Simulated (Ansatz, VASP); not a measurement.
# Two plane-wave programs on WBrCl3O

```
W Br Cl O
1.0
     3.87715    0.00000    0.00000
     1.92873    6.51103    0.00000
     1.93396    0.07405    6.56598
W Br Cl O
1 1 3 1
Direct
  0.03607 0.99782 0.99643
  0.81663 0.19339 0.31812
  0.31702 0.81389 0.69527
  0.13279 0.69259 0.18213
  0.01345 0.30384 0.81121
  0.56204 0.99846 0.99684
```

The cell comes from a database or a generator and needn't be the stable form of this composition.

Alike in both runs: task single point; functional PBE; k mesh 8 × 4 × 4; occupations fermi-dirac, width 0.05 eV; no spin polarisation.

```csv
,VASP,Ansatz
version,VASP 6.6.1,Ansatz 0.2.0
potentials or method,"VASP PAW PBE potentials, release 64 (W_sv, Br, Cl, O)",Ansatz PAW
plane-wave cutoff (eV),520,420
valence electrons in the cell,48,48
```

VASP gave:

| Property | Result |
| --- | --- |
| gap on the k mesh at the Fermi level (eV) | 1.54 |
| least direct gap on the mesh (eV) | 1.59 |
| pressure (GPa) | -1.4 |
| largest component of the traceless stress (GPa) | 0.73 |
| rms of the force components (eV/Å) | 0.286 |

Which values does Ansatz return?

gap on the k mesh at the Fermi level (eV): 1.54; least direct gap on the mesh (eV): 1.59; pressure (GPa): -1.5; largest component of the traceless stress (GPa): 1.11; rms of the force components (eV/Å): 0.342.

Atom by atom the forces differ by 0.062 eV/Å (rms over components). The functional is the same, so the differences come from potentials, cutoffs and numerics.

Caveats: spin-orbit coupling is left out, which moves the levels of the heavy elements. A k mesh can miss the band edges.
